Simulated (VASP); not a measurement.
```
Re
1.0
    2.74952     0.00000     0.00000
   -1.37476     2.38115     0.00000
    0.00000     0.00000     8.88432
Re
4
Cartesian
  0.00000   0.00000   0.00000
  0.00000   0.00000   4.44216
  0.00000   1.58743   2.22108
  1.37476   0.79372   6.66324
```

The numbers are results of PBE GGA, VASP's PBE PAW potentials (set 64) (plane waves; VASP), not measurements. Numerical set-up: 300 eV cut-off, 11×11×3 Γ-centred mesh, Gaussian smearing of 0.27 eV, potentials Re.

At this cut-off the stress carries a Pulay error, which pulls relaxed volumes low. Energy and stress use the plane-wave basis of the starting cell.

Task: The ions, cell shape and volume are relaxed. Predict the relaxed structure.

Result: 
```
Re
1.0
    2.76962     0.00000     0.00000
   -1.38481     2.39856     0.00000
    0.00000     0.00000     8.94168
Re
4
Direct
  0.00000   0.00000   0.00000
  0.00000   0.00000   0.50000
  0.33333   0.66667   0.25000
  0.66667   0.33333   0.75000
```
Space group P6_3/mmc (194), at a tolerance of 0.03 Å.

Task: How do energy and volume change from the first to the last step?

Result: The energy (σ→0) changes by -7.5 meV/atom and the volume by +2.1 %, in 9 ionic steps.

The structure comes from a computed database's Re entry; how it stands against other phases isn't given here. This run relaxes it. Symmetry was kept, so distortions that lower it aren't found. The run is one of a series of settings (EDIFFG = -0.01, IBRION = 2, ISIF = 3, NSW = 50 against the base run), some of them coarse on purpose. VASP warned that the highest band is occupied, so more bands are needed.
